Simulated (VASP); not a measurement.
Wanted: the native input for a VASP 6.6.1 run.

```yaml
Task: relaxation of cell and atoms
Functional: LDA
Potentials_or_basis: VASP PAW LDA potentials, release 64 (Cd, Si, O)
Cutoff: 600 eV
k_mesh: 5 × 5 × 5
Occupations: fermi-dirac, width 0.05 eV
Spin: no spin polarisation
Further_INCAR_settings: ALGO = Normal; EDIFF = 1e-06; IBRION = 2; EDIFFG = -0.01; NSW = 40; ISIF = 3
```

The structure of CdSi4O lies in POSCAR:

```
CdSi4O
1.0
    0.0000000000      3.6017500000      3.6017500000
    3.6017500000      0.0000000000      3.6017500000
    3.6017500000      3.6017500000      0.0000000000
Cd Si O
1 4 1
Direct
    0.5000000000      0.5000000000      0.5000000000
    0.8767200000      0.8767200000      0.3698400000
    0.8767200000      0.3698400000      0.8767200000
    0.8767200000      0.8767200000      0.8767200000
    0.3698400000      0.8767200000      0.8767200000
    0.2500000000      0.2500000000      0.2500000000
```

The cell was built by a generator and needn't be a form met in nature.

These files were run (other wordings do the same):

INCAR

```
PREC     = Accurate       # precision mode
ENCUT    = 600            # plane-wave cutoff, eV
EDIFF    = 1E-6           # SCF threshold, eV
ISMEAR   = -1             # smearing method
SIGMA    = 0.05           # smearing width, eV
LREAL    = F              # projectors in reciprocal space
LASPH    = T              # aspherical terms in the spheres
NELM     = 80             # most SCF steps
ALGO     = Normal         # electronic algorithm
ISIF     = 3              # what is computed and relaxed
LWAVE    = F              # write WAVECAR
LCHARG   = F              # write CHGCAR
GGA      = CA             # functional
IBRION   = 2              # ionic algorithm
NSW      = 40             # ionic steps
EDIFFG   = -0.01          # ionic threshold
PSTRESS  = 0
```

KPOINTS

```
regular mesh
0
Gamma
  5 5 5
```

Potentials or basis: VASP PAW LDA potentials, release 64 (Cd, Si, O).

Run with:

```console
$ cat potpaw_LDA.64/Cd/POTCAR potpaw_LDA.64/Si/POTCAR potpaw_LDA.64/O/POTCAR > POTCAR
$ mpirun -np 1 vasp_std > vasp.out
```

It gave:

* Relaxed volume: 14.68 Å³/atom
* Relaxed cell: a = 4.994 Å, b = 4.994 Å, c = 4.994 Å, α = 60.00°, β = 60.00°, γ = 60.00°
* Space group after relaxing (to 0.05 Å): F-43m (No. 216)
* Energy gained by relaxing: 15.4 meV/atom
* Ionic steps: 3
* Pressure after relaxing: 0.0 GPa
* Band gap on the k mesh: none (metal or under the smearing width)

Wall time 79 s on 1 thread of Intel(R) Xeon(R) Platinum 8259CL CPU @ 2.50GHz (Skylake/Cascade Lake) (shared host), peak memory 0.23 GiB.
